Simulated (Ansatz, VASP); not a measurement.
**Two plane-wave programs on Sc2InN3**

The input INCAR:

```
ALGO = Normal
EDIFF = 1E-7
ENCUT = 520
GGA = PE
ISIF = 2
ISMEAR = 0
LASPH = True
LCHARG = False
LREAL = False
LWAVE = False
NBANDS = 34
NELM = 60
PREC = Accurate
SIGMA = 0.1
```

KPOINTS

```
k-points
0
Gamma
  6 6 6
```

File POSCAR:

```
Sc2InN3
1.0
    5.6325940800      0.0000000000      0.0000000000
   -2.8162970400      4.8779695600      0.0000000000
    0.0000000000      0.0000000000      3.2408915800
Sc In N
2 1 3
Direct
    0.3333333300      0.6666666700      0.5000000000
    0.6666666700      0.3333333300      0.5000000000
    0.0000000000      0.0000000000      0.5000000000
    0.0000000000      0.5000000000      0.0000000000
    0.5000000000      0.0000000000      0.0000000000
    0.5000000000      0.5000000000      0.0000000000
```

Input for Ansatz:

```yaml
crystal:
  lattice:
    - [5.63259408, 0.0, 0.0]
    - [-2.81629704, 4.87796956, 0.0]
    - [0.0, 0.0, 3.24089158]
  atoms:
    - { symbol: Sc, position: [0.33333333, 0.66666667, 0.5] }
    - { symbol: Sc, position: [0.66666667, 0.33333333, 0.5] }
    - { symbol: In, position: [0.0, 0.0, 0.5] }
    - { symbol: "N", position: [0.0, 0.5, 0.0] }
    - { symbol: "N", position: [0.5, 0.0, 0.0] }
    - { symbol: "N", position: [0.5, 0.5, 0.0] }
basis:
  ecutwfc: 420
kpoints:
  mp_grid: { grid: [6, 6, 6] }
hamiltonian:
  xc: pbe
scf:
  occupations: { method: gaussian, width: 0.1 }
  lower_state_search: "off"
output:
  forces: true
  stress: true
  eigenvalues: true
```

Change from the starting cell: species swapped into the SmB2Ir3 type (P6/mmm, No. 191).

Alike in both runs: task single point; functional PBE; k mesh 6 × 6 × 6; occupations gaussian, width 0.1 eV; no spin polarisation.

|  | VASP | Ansatz |
| --- | --- | --- |
| version | VASP 6.6.1 | Ansatz 0.2.0 |
| potentials or method | VASP PAW PBE potentials, release 64 (Sc_sv, In_d, N) | scalar-relativistic, plane waves, PAW |
| plane-wave cutoff (eV) | 520 | 420 |
| valence electrons in the cell | 50 | 50 |

Ansatz gave:

- gap on the k mesh at the Fermi level (eV): none
- pressure (GPa): -9.6
- largest component of the traceless stress (GPa): 14.29

**Question.** Estimate VASP's values.

**Answer.** gap on the k mesh at the Fermi level (eV): none; pressure (GPa): -9.3; largest component of the traceless stress (GPa): 14.12.

A gap of «none» marks a metal or a gap that the smearing closes.
